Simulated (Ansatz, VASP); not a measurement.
**MgAsIr3 in VASP and in Ansatz**

```xyz
5
Lattice="4.5618 0.0000 0.0000 0.0000 4.5618 0.0000 0.0000 0.0000 4.5618" Properties=species:S:1:pos:R:3 pbc="T T T"
Mg    0.0000    0.0000    0.0000
As    2.2809    2.2809    2.2809
Ir    2.2809    2.2809    0.0000
Ir    0.0000    2.2809    2.2809
Ir    2.2809    0.0000    2.2809
```

Change from the starting cell: species swapped into the Ce3InC type (Pm-3m, No. 221).

Alike in both runs: functional PBE; k mesh 8 × 8 × 8; occupations gaussian, width 0.1 eV; no spin polarisation.

Ansatz relaxed the structure, and its values are those at the end. VASP's run is a single point on that final structure, the one shown.

|  | VASP | Ansatz |
| --- | --- | --- |
| version | VASP 6.6.1 | Ansatz 0.2.0 |
| potentials or method | VASP PAW PBE potentials, release 64 (Mg, As, Ir) | scalar-relativistic, plane waves, PAW |
| plane-wave cutoff (eV) | 520 | 420 |
| valence electrons in the cell | 34 | 76 |

VASP gave:

```
gap on the k mesh at the Fermi level (eV) : none
pressure (GPa)                            : 0.8
```

Question: Which values does Ansatz return?

Answer: gap on the k mesh at the Fermi level (eV): none; pressure (GPa): 0.0.

A gap of «none» marks a metal or a gap that the smearing closes. With one functional, cell and mesh, what is left measures potentials, basis and numerics. The two sets of potentials don't hold the same shells in valence.

Spin-orbit coupling is left out, which matters for the levels of Ir.
